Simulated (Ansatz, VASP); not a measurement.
# H13C10 (amorphous poly(phenylene vinylene) with methane at 250 K) in two plane-wave programs

Aim: how closely do two programs agree when they are given the same cell, functional and k mesh? The cell is taken from a series of runs on this material, whose earlier steps may have relaxed, scaled, displaced or heated it; both programs get it as it stands.

Program: Ansatz 0.2.0. Level of theory: plane waves, with VASP 6.6.1 beside it; single point at RPBE with D3(BJ). Results are calculated unless marked as measured.

### 1. The starting structure

The cell holds 138 atoms: 60 C and 78 H. Cell: a = 11.299 Å, b = 11.299 Å, c = 11.299 Å, α = 90.0°, β = 90.0°, γ = 90.0°. As first built, before any earlier steps moved the atoms (in the runner's words): 3 poly(phenylene vinylene) chains of 2 units, 6 methane placed at random, at 0.92 g/cm^3; overlaps pushed apart, then 20 ps at 800 K with MMFF94 bonds, angles, torsions, charges and radii (Halgren, J. Comput. Chem. 17, 490 (1996)) in harmonic and 12-6 forms; charges of ions scaled by 0.8. Snapshot after 30 ps at 250 K and fixed volume. The cell carries charge +1.

### 2. Ansatz: single point, RPBE with D3(BJ)

Ansatz runs on its default PAW (the set named soft_2) files.

With cell and atoms fixed, the geometry can't cause a difference; cores, projectors, grids and the points listed under the comparison can.

File input.yaml:

```yaml
crystal:
  lattice:
    - [11.29937, 0.0, 0.0]
    - [0.0, 11.29937, 0.0]
    - [0.0, 0.0, 11.29937]
  atoms:
    - { symbol: C, position: [0.91576, 0.51302, 0.91511] }
    - { symbol: C, position: [0.95244, 0.45463, 0.02851] }
    - { symbol: C, position: [0.97362, 0.52261, 0.13093] }
    - { symbol: C, position: [0.00693, 0.46996, 0.23664] }
    - { symbol: C, position: [0.01974, 0.34556, 0.24513] }
    - { symbol: C, position: [0.99668, 0.2774, 0.14254] }
    - { symbol: C, position: [0.96504, 0.33109, 0.0365] }
    - { symbol: C, position: [0.05276, 0.28677, 0.35391] }
    - { symbol: C, position: [0.10032, 0.34133, 0.45092] }
    - { symbol: C, position: [0.12519, 0.28771, 0.5641] }
    - { symbol: C, position: [0.19344, 0.35166, 0.64791] }
    - { symbol: C, position: [0.21819, 0.30583, 0.75871] }
    - { symbol: C, position: [0.17434, 0.19354, 0.79286] }
    - { symbol: C, position: [0.10372, 0.13085, 0.71032] }
    - { symbol: C, position: [0.08058, 0.17574, 0.59862] }
    - { symbol: C, position: [0.19811, 0.14098, 0.90793] }
    - { symbol: C, position: [0.27826, 0.17991, 0.98787] }
    - { symbol: C, position: [0.2994, 0.12373, 0.10551] }
    - { symbol: H, position: [0.94154, 0.46031, 0.83785] }
    - { symbol: H, position: [0.81898, 0.52317, 0.91202] }
    - { symbol: H, position: [0.95428, 0.60172, 0.90721] }
    - { symbol: H, position: [0.96457, 0.61855, 0.12667] }
    - { symbol: H, position: [0.02195, 0.52522, 0.31407] }
    - { symbol: H, position: [0.00667, 0.18156, 0.14706] }
    - { symbol: H, position: [0.95068, 0.27708, 0.95788] }
    - { symbol: H, position: [0.03907, 0.19118, 0.35579] }
    - { symbol: H, position: [0.12365, 0.43467, 0.44396] }
    - { symbol: H, position: [0.22688, 0.43875, 0.6236] }
    - { symbol: H, position: [0.2704, 0.35784, 0.8207] }
    - { symbol: H, position: [0.06694, 0.04554, 0.736] }
[... 102 atom lines left out ...]
    - { symbol: H, position: [0.16064, 0.5753, 0.82647] }
    - { symbol: C, position: [0.40589, 0.42805, 0.40592] }
    - { symbol: H, position: [0.48252, 0.43185, 0.34674] }
    - { symbol: H, position: [0.43457, 0.40279, 0.49498] }
    - { symbol: H, position: [0.34178, 0.36351, 0.37275] }
    - { symbol: H, position: [0.36487, 0.51586, 0.409] }
total_charge: 1
kpoints:
  mp_grid: { grid: [1, 1, 1] }
hamiltonian:
  xc: rpbe
  dispersion: d3bj
scf:
  occupations: { method: fermi_dirac, width: 0.01 }
  lower_state_search: "off"
output:
  forces: true
  stress: true
  populations: true
  dos:
    method: { smearing: { sigma: 0.08 } }
    de: 0.1
    projected: { site_lists: { C: [C], H: [H] } }
  eigenvalues: true
  write_density: true
  write_potential: true
  volumetric_format: npy
magnetization:
  spin_polarized: true
  initial_magnetization: 1
```

The run is started by

```console
$ ansatz run input.yaml --threads 4 --pin off --max-ram 8192MiB --backend cpu --events-out ev --progress --plain --runs-dir out
```

Numbers of over 12 decimals in the logs are rounded to 6 here.

What it wrote:

```text
Engine: ansatz 0.2.0, x86_64-unknown-linux-gnu
Pseudopotentials: kind: paw
Pseudopotential: C, paw, valence charge 4, recommended cutoff 420 eV (normal), C.paw.azcp
Pseudopotential: H, paw, valence charge 1, recommended cutoff 420 eV (normal), H.paw.azcp
Functional definition: RPBE
  parameter kappa = 0.804
  parameter beta = 0.066725
  exchange = rpbe_x(kappa = kappa, mu = beta*pi^2/3)
  correlation = pbe_c(beta = beta)
Crystal: 138 atoms, lattice volume = 1442.656 Å³
Basis set: ecut = 420 eV, 28257 PW (Γ), exchange–correlation on 160×160×160 points (8 copies of the dense FFT grid, shifted against one another)
Bands: 297, of which v1, the nominal top of the filled ones, is band 159 counted from 1 (158 counted from 0)
Symmetry: 1 space group operations
Space group: P1 (ITA 1), of the structure as read, at distance tolerance 1.1e-4 Å
Magnetic group: BNS 1.1 (UNI 1), of the structure as read, at distance tolerance 1.1e-4 Å
k-points: 1
Non-local potential: C, projectors of the file, l = 0: 2, l = 1: 2, l = 2: 1
Non-local potential: H, projectors of the file, l = 0: 2, l = 1: 1
PAW form: soft (Blöchl's): semilocal exchange-correlation on the pseudo side does not see the compensation charge
PAW frozen core: C, regenerated for the run's functional, and the local potential with it (the file was generated under x = pbe(κ = 0.804, μ = 0.219515), c = pbe(β = 0.066725))
PAW one-centre angular grid: C, 110 points (default); XC on 64 Gauss nodes
PAW one-centre angular grid: H, 110 points (default); XC on 64 Gauss nodes
Starting moments: Σ|m| = 1 μB on 138 of 138 sites
Initial wavefunctions: pseudopotential atomic-orbital guess
Functional: x = rpbe, c = pbe(β = 0.066725)
SCF iter   1: F=—  HF=-16493.434505 eV  |F-HF|=—  |Δ(HF+E_count)|=         —  Δρ=5.77e-2 (↑5.73e-2 ↓5.77e-2)  dr2=2.17e2  dr2_m=4.02e-2  M=1.000 μB ∫|m|=1.024 μB  β_m=1.00  ethr=3.10e-3  ⟨swp⟩=5.0  Hψ=2408  notcnv=0  defer=232
preconditioner: auto → Resta (q_TF=auto, 2.119 Å⁻¹)  ε∞=2.1  [insulator: Δε(μ)=0.091 eV  Ē_g=16.433 eV  σ=0.010 eV  W_gap=0.98  n_scr=250 (ndim 8)  ℏωp=17.1 eV  f_vac=0.040  D(μ)=2.09/eV (n_scr^D=0)  ε∞_Penn≈2.1]
spin=Collinear: Resta preconditioning applied to the charge; magnetization (m = ρ↑ − ρ↓) channel mixes plain (no charge-response kernel on spin).
SCF iter   2: F=—  HF=-16445.271386 eV  |F-HF|=—  |Δ(HF+E_count)|=         —  Δρ=3.68e-2 (↑3.66e-2 ↓3.68e-2)  dr2=8.09e1  dr2_m=3.41e-2  M=0.849 μB ∫|m|=0.975 μB  β_m=0.30  ethr=3.10e-3  ⟨swp⟩=2.0  Hψ=1009  notcnv=0  defer=264
Mixer restart at iter 2: flushing history
SCF iter   3: F=—  HF=-16428.555601 eV  |F-HF|=—  |Δ(HF+E_count)|=    1.67e1  Δρ=2.47e-2 (↑2.46e-2 ↓2.47e-2)  dr2=3.38e1  dr2_m=1.44e-2  M=0.999 μB ∫|m|=1.107 μB  β_m=0.30  ethr=3.10e-3  ⟨swp⟩=3.5  Hψ=663  notcnv=0  defer=264
SCF iter   4: F=—  HF=-16418.575952 eV  |F-HF|=—  |Δ(HF+E_count)|=    9.98e0  Δρ=9.52e-3 (↑8.26e-3 ↓9.52e-3)  dr2=4.60e0  dr2_m=4.95e-2  M=0.928 μB ∫|m|=1.115 μB  β_m=0.30  ethr=3.10e-3  ⟨swp⟩=2.0  Hψ=1005  notcnv=0  defer=268
SCF iter   5: F=—  HF=-16417.978492 eV  |F-HF|=—  |Δ(HF+E_count)|=   5.97e-1  Δρ=6.35e-3 (↑5.60e-3 ↓6.35e-3)  dr2=2.24e0  dr2_m=2.10e-2  M=0.575 μB ∫|m|=0.791 μB  β_m=0.30  ethr=1.45e-3  ⟨swp⟩=5.0  Hψ=522  notcnv=0  defer=266
SCF iter   6: F=—  HF=-16417.870522 eV  |F-HF|=—  |Δ(HF+E_count)|=   1.08e-1  Δρ=3.72e-3 (↑3.40e-3 ↓3.72e-3)  dr2=6.97e-1  dr2_m=3.95e-3  M=0.994 μB ∫|m|=1.102 μB  β_m=0.30  ethr=7.06e-4  ⟨swp⟩=4.0  Hψ=884  notcnv=0  defer=265
SCF iter   7: F=—  HF=-16417.991876 eV  |F-HF|=—  |Δ(HF+E_count)|=   1.21e-1  Δρ=3.33e-3 (↑1.26e-3 ↓3.33e-3)  dr2=9.41e-1  dr2_m=2.55e-2  M=0.996 μB ∫|m|=1.155 μB  β_m=0.30  ethr=2.20e-4  ⟨swp⟩=3.5  Hψ=901  notcnv=0  defer=266
SCF iter   8: F=—  HF=-16417.912273 eV  |F-HF|=—  |Δ(HF+E_count)|=   7.96e-2  Δρ=2.81e-3 (↑7.78e-4 ↓2.81e-3)  dr2=6.19e-1  dr2_m=2.21e-2  M=0.989 μB ∫|m|=1.144 μB  β_m=0.30  ethr=2.20e-4  ⟨swp⟩=6.0  Hψ=565  notcnv=0  defer=266
SCF iter   9: F=—  HF=-16417.876351 eV  |F-HF|=—  |Δ(HF+E_count)|=   3.59e-2  Δρ=8.08e-4 (↑5.79e-4 ↓8.08e-4)  dr2=4.65e-2  dr2_m=1.66e-3  M=0.998 μB ∫|m|=1.125 μB  β_m=0.30  ethr=1.95e-4  ⟨swp⟩=4.5  Hψ=697  notcnv=0  defer=264
SCF iter  10: F=—  HF=-16417.875833 eV  |F-HF|=—  |Δ(HF+E_count)|=   5.17e-4  Δρ=7.23e-4 (↑3.18e-4 ↓7.23e-4)  dr2=3.69e-2  dr2_m=1.50e-3  M=0.968 μB ∫|m|=1.107 μB  β_m=0.30  ethr=1.47e-5  ⟨swp⟩=6.5  Hψ=604  notcnv=0  defer=264
Mixer restart at iter 10: flushing history
spin-set hold released at iteration 10 (site moments contracting): the magnetisation degrees of freedom join the quasi-Newton model from the next iteration; the mixer history was flushed
SCF iter  11: F=—  HF=-16417.880408 eV  |F-HF|=—  |Δ(HF+E_count)|=   4.57e-3  Δρ=1.28e-3 (↑2.45e-4 ↓1.28e-3)  dr2=1.17e-1  dr2_m=5.55e-3  M=0.997 μB ∫|m|=1.142 μB  β_m=0.16  ethr=1.16e-5  ⟨swp⟩=4.5  Hψ=632  notcnv=0  defer=264  recentre
[...]
k-point 0 ↓: bands = [... 155 lower, -0.9349, -0.0459, -0.0073, 0.0864, 2.2414, 2.3268, 2.3514, 3.2915, ... 134 higher]
--- Löwdin populations: 138 sites ---
  site symbol       q [e]    m [muB]
     0      C      4.4391     0.0015
     1      C      3.9008     0.0574
     2      C      4.1199    -0.0007
     3      C      4.1089     0.0269
     4      C      3.9491     0.0250
     5      C      4.1061     0.0281
     6      C      4.1194    -0.0067
     7      C      4.0865     0.0648
     8      C      4.0923     0.0571
     9      C      3.9397     0.0315
    10      C      4.1002     0.0236
    11      C      4.1098     0.0019
    12      C      3.9258     0.0629
    13      C      4.1091    -0.0004
    14      C      4.1036     0.0285
    15      C      4.1229    -0.0028
    16      C      4.0521     0.0911
    17      C      4.4311    -0.0025
    18      H      0.7993     0.0008
    19      H      0.7918     0.0042
    20      H      0.8103     0.0015
    21      H      0.8074    -0.0000
    22      H      0.8085    -0.0008
    23      H      0.8059    -0.0009
[...]
130      H      0.8052     0.0000
   131      H      0.8172    -0.0000
   132      H      0.8082     0.0000
   133      C      4.6259     0.0001
   134      H      0.8128    -0.0000
   135      H      0.8076     0.0000
   136      H      0.8117     0.0001
   137      H      0.8103     0.0001
  spilling = 0.013528 (of n_electrons = 317.000000)
```

In the SCF lines HF is the Harris–Foulkes energy and dr2 the Hartree energy of the density residual, in eV; the loop may stop once dr2 is under the threshold and the program's other checks hold. Hψ counts applications of the Hamiltonian.

### 3. VASP: single point, RPBE with D3(BJ)

The same cell, functional, mesh and smearing now go to VASP, with its own data sets.

Lines of VASP's logs that name or quote its potential files are left out, and so is its time.

File INCAR:

```
SYSTEM = H13C10
PREC = Accurate
ENCUT = 600
EDIFF = 1E-06
NELM = 200
ISMEAR = -1
SIGMA = 0.01
LREAL = Auto
ALGO = Normal
GGA = RP
IVDW = 12
NELECT = 317
NBANDS = 255
ISPIN = 2
MAGMOM = 0 0.02 -0 0.01 0.01 0.01 -0 0.01 0.01 0.01 0 0 0.02 -0 0.01 -0 0.02 -0 -0 0.01 -0 0 0 0 -0 0.01 0 0.01 0 0 0.02 0 0 0 0.01 0 -0 0 -0 0 0 0 -0 0 0 0.01 0 0 0.01 0 0 0 0.01 -0 0 0 0 0 -0 0 0 0 0 -0 -0 -0 0 -0 -0 -0 -0 -0 -0 0 -0 0 0 0 0 0 0 0 -0 -0 0 -0 -0 -0 -0 -0 -0 -0 -0 0 0 0 0 0 0 0 -0 -0 0 -0 -0 -0 -0 -0 -0 -0 -0 0 0 0 0 -0 0 -0 -0 0 0 0 -0 -0 0 0 0 0 0 0 -0 -0 -0 -0 -0 -0 0 0
LORBIT = 11
LWAVE = .FALSE.
LCHARG = .FALSE.
ISIF = 2
LASPH = .TRUE.
GGA_COMPAT = .FALSE.
```

File POSCAR:

```
H13C10
1.0
   11.2993700000      0.0000000000      0.0000000000
    0.0000000000     11.2993700000      0.0000000000
    0.0000000000      0.0000000000     11.2993700000
C H
60 78
Direct
    0.9157600000      0.5130200000      0.9151100000
    0.9524400000      0.4546300000      0.0285100000
    0.9736200000      0.5226100000      0.1309300000
    0.0069300000      0.4699600000      0.2366400000
    0.0197400000      0.3455600000      0.2451300000
    0.9966800000      0.2774000000      0.1425400000
    0.9650400000      0.3310900000      0.0365000000
    0.0527600000      0.2867700000      0.3539100000
    0.1003200000      0.3413300000      0.4509200000
    0.1251900000      0.2877100000      0.5641000000
    0.1934400000      0.3516600000      0.6479100000
    0.2181900000      0.3058300000      0.7587100000
    0.1743400000      0.1935400000      0.7928600000
    0.1037200000      0.1308500000      0.7103200000
    0.0805800000      0.1757400000      0.5986200000
    0.1981100000      0.1409800000      0.9079300000
    0.2782600000      0.1799100000      0.9878700000
    0.2994000000      0.1237300000      0.1055100000
    0.5767000000      0.8733400000      0.0152600000
    0.5903800000      0.8074600000      0.1300000000
    0.6837900000      0.7277000000      0.1485600000
    0.6953000000      0.6674500000      0.2554700000
    0.6150400000      0.6868400000      0.3492700000
    0.5201100000      0.7660100000      0.3296100000
    0.5080500000      0.8240500000      0.2220600000
    0.6303600000      0.6241700000      0.4601100000
    0.5800300000      0.6550500000      0.5653400000
    0.5895000000      0.5897600000      0.6748600000
    0.5531900000      0.6438200000      0.7816600000
    0.5597100000      0.5838500000      0.8884900000
[... 102 atom lines left out ...]
    0.1608900000      0.7150400000      0.7513900000
    0.1606400000      0.5753000000      0.8264700000
    0.4825200000      0.4318500000      0.3467400000
    0.4345700000      0.4027900000      0.4949800000
    0.3417800000      0.3635100000      0.3727500000
    0.3648700000      0.5158600000      0.4090000000
```

File KPOINTS:

```
Automatic mesh
0
Gamma
1 1 1
0 0 0
```

The projector-augmented-wave data sets are C and H (PBE family, release 64).

The run is started by

```console
$ export OMP_NUM_THREADS=3
$ mpirun -np 1 vasp_gam
```

What it wrote:

```text
[banner, memory and clock lines left out]
running    1 mpi-ranks, on    1 nodes
[...]
Offloading initialized ...    1 GPUs detected
[...]
|                                                                             |
|               ----> ADVICE to this user running VASP <----                  |
|                                                                             |
|     You enforced a specific xc type in the INCAR file but a different       |
|     [... a line on the potential file left out ...]
|     I HOPE YOU KNOW WHAT YOU ARE DOING!                                     |
|                                                                             |

 LDA part: xc-table for (Slater+PW92), standard interpolation
 POSCAR, INCAR and KPOINTS ok, starting setup
[...]
entering main loop
       N       E                     dE             d eps       ncg     rms          rms(c)
DAV:   1     0.213608115570E+04    0.21361E+04   -0.16973E+05  1028   0.126E+03
DAV:   2    -0.614254703535E+03   -0.27503E+04   -0.25976E+04  1298   0.271E+02
DAV:   3    -0.879961076306E+03   -0.26571E+03   -0.26310E+03  1280   0.840E+01
DAV:   4    -0.886974599999E+03   -0.70135E+01   -0.69928E+01  1320   0.157E+01
DAV:   5    -0.887170436412E+03   -0.19584E+00   -0.19572E+00  1360   0.250E+00BRMIX: very serious problems
 the old and the new charge density differ
 old charge density:   318.00000 new  317.00000
    0.470E+01
DAV:   6    -0.824158724084E+03    0.63012E+02   -0.85579E+01  1168   0.140E+01    0.255E+01
DAV:   7    -0.810918762802E+03    0.13240E+02   -0.37526E+01  1288   0.952E+00    0.113E+01
DAV:   8    -0.810202429058E+03    0.71633E+00   -0.58218E+00  1256   0.362E+00    0.391E+00
DAV:   9    -0.810112197935E+03    0.90231E-01   -0.12006E+00  1168   0.209E+00    0.190E+00
[...]
DAV:  18    -0.810146344357E+03    0.19102E-04   -0.55320E-05  1144   0.160E-02    0.115E-02
DAV:  19    -0.810146338526E+03    0.58310E-05   -0.15333E-05  1176   0.972E-03    0.464E-03
DAV:  20    -0.810146337586E+03    0.94014E-06   -0.40705E-06  1088   0.532E-03
   1 F= -.83276417E+03 E0= -.83276359E+03  d E =-.116024E-02  mag=    -0.9973
```

OUTCAR, selected parts (step 3):

```text
 magnetization (x)
# of ion       s       p       d       tot
------------------------------------------
    1        0.000  -0.002   0.000  -0.001
    2       -0.002  -0.030   0.000  -0.031
    3        0.000   0.000   0.000   0.000
    4       -0.001  -0.013   0.000  -0.014
    5       -0.000  -0.013   0.000  -0.013
    6       -0.001  -0.014   0.000  -0.015
[...]
136        0.000  -0.000   0.000   0.000
  137       -0.000   0.000   0.000  -0.000
  138       -0.000  -0.000   0.000  -0.000
--------------------------------------------------
tot         -0.035  -0.505   0.000  -0.540
```

The run ends at a pressure of -0.68 GPa, with forces up to 0.040 eV/Å.

### 4. Comparison

Known differences besides the potentials themselves: VASP starts from the moments at which Ansatz ended; the cutoff is 420 eV in Ansatz and 600 eV in VASP (PREC = Accurate, projectors in real space); Ansatz makes its cores anew for this functional, VASP keeps those of its PBE data sets. Total energies have different zeros and are not compared.

Compared:

| quantity | Ansatz | VASP | difference |
| --- | --- | --- | --- |
| total moment (μB) | -1.00 | -1.00 | 0.00 |

At this near-relaxed geometry the largest component of a force difference is 34 meV/Å. Without spin-orbit coupling the overall direction of the spins is arbitrary; the signs of Ansatz's moments are turned here to match VASP's. The cell carries a charge of +1 e against a uniform background, so its pressure also hangs on how the neutralising background is counted, and in a defect's cell a gap may be the spacing between its levels.

### 5. Summary of results

```
r.m.s. force difference (single point, RPBE with D3(BJ)) : 12 meV/Å
```

In words: The r.m.s. force difference is 12 meV/Å (single point, RPBE with D3(BJ)), at about the 12 meV/Å picked in this series as the mark of a large difference. What causes the difference of the single point, RPBE with D3(BJ) pair stays open here. How closely two codes agree says nothing of how well the functional describes the real material.

[Lines on the potential files, build, host, timing and source positions are cut from VASP's logs without a mark.]

[Logs are printed without paths, hosts, clocks, repeated set-up lines and the standing remarks that a program may print on its own settings, such as how far it seeks lower states.]

[Hosts, paths, dates, database ids (printed as entryN), source tags and the programs' standing remarks are cut or masked in the printed files.]

[The MMFF94 radii named for the starting cell were scaled by 0.96; in molecules described by MMFF94, hydrogen bound to N, O or S took a small fixed 12-6 site in their place.]
